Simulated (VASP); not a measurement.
A convergence study with VASP on GaN (zinc blende): one setting is varied, all else stays as given below, so the limit is that of these other settings. ε∞ is the independent-particle value.

```yaml
crystal:
  lattice:
    - [0.00000, 2.26000, 2.26000]
    - [2.26000, 0.00000, 2.26000]
    - [2.26000, 2.26000, 0.00000]
  atoms:
    - { symbol: Ga, position: [0.00000, 0.00000, 0.00000] }
    - { symbol: N, position: [0.25000, 0.25000, 0.25000] }
```

The numbers are results of PBE GGA, VASP's PBE PAW potentials (set 64) (plane waves; VASP), not measurements. The tightest run used: 700 eV cut-off, 8×8×8 Γ-centred mesh, Gaussian smearing of 0.050 eV, potentials Ga_d N.

Q: The settings run are NBANDS = 10; NBANDS = 11; NBANDS = 13; NBANDS = 17; NBANDS = 25; NBANDS = 41; NBANDS = 73; NBANDS = 137. From which on does the mean ε∞ stay within 0.1  of the tightest run?

A: From NBANDS = 25 on: it is off by 0.06 there and by no more than 0.1 in any finer run, while NBANDS = 17 is off by 0.12.
```
setting       mean ε∞  bands  difference judged ()
------------  -------  -----  --------------------
NBANDS = 10      4.61     10                  1.81
NBANDS = 11      5.47     11                  0.95
NBANDS = 13      6.16     13                  0.27
NBANDS = 17      6.30     17                  0.12
NBANDS = 25      6.37     25                  0.06
NBANDS = 41      6.40     41                  0.03
NBANDS = 73      6.40     73                  0.02
NBANDS = 137     6.42    137                  0.00
```

Left out are rungs that failed or repeat a setting and relaxations that didn't move; long series are thinned to 24 rows.

The compound is GaN in the zinc blende structure, a metastable form; wurtzite is the usual one. The cell was not relaxed at this level.
